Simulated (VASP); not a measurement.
For cubic CaO (rock salt), PBE GGA, VASP's PBE PAW potentials (set 64) (VASP) gives ε∞ = 3.78, a static ε₀ = 16.30 and a transverse optical mode at 259 cm⁻¹.

Problem. Estimate the longitudinal optical frequency at Γ.

Solution. By the Lyddane-Sachs-Teller relation, ω_LO = ω_TO √(ε₀/ε∞) = 259 × √(16.30/3.78) = 538 cm⁻¹.

Measured: ε∞ 3.30 (computed value off by +14.6 %), as given by Wei Chen et al., Physical Review Materials (2018), doi:10.1103/physrevmaterials.2.073803.

The compound is CaO in the rock salt structure. It was relaxed first.
